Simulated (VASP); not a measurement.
Here is a VASP 6.6.1 calculation.

INCAR

```
PREC = Accurate
ENCUT = 520
EDIFF = 1E-7
ISMEAR = 0
SIGMA = 0.1
LREAL = F
LASPH = T
NELM = 100
ALGO = Normal
ISIF = 2
LWAVE = F
LCHARG = F
GGA = PE
NBANDS = 36
```

Contents of KPOINTS:

```
Automatic mesh
0
Gamma
  4 4 4
```

POSCAR

```
Zn3PbN
1.0
    4.0930295302      0.0000000000      0.0000000000
    0.0000000000      4.0930295302      0.0000000000
    0.0000000000      0.0000000000      4.0930295302
Zn Pb N
3 1 1
Direct
    0.0000000000      0.5000000000      0.5000000000
    0.5000000000      0.0000000000      0.5000000000
    0.5000000000      0.5000000000      0.0000000000
    0.5000000000      0.5000000000      0.5000000000
    0.0000000000      0.0000000000      0.0000000000
```

Potentials or basis: VASP PAW PBE potentials, release 64 (Zn, Pb_d, N).

Command:

```bash
$ cat potpaw_PBE.64/Zn/POTCAR potpaw_PBE.64/Pb_d/POTCAR potpaw_PBE.64/N/POTCAR > POTCAR
$ mpirun -np 1 vasp_std > vasp.out
```

Q: Predict the band gap on the k mesh.

A: None (metal or under the smearing width).

Q: Predict the pressure.

A: 111.5 GPa.

Caveat: the k mesh is coarse (spacing up to 0.38 Å⁻¹), so the values aren't converged; a pressure of tens of GPa on the cell as given is suspect, and the run, the potentials or the cell itself is likely at fault. The run has no spin-orbit coupling, so splittings on Pb are missing.
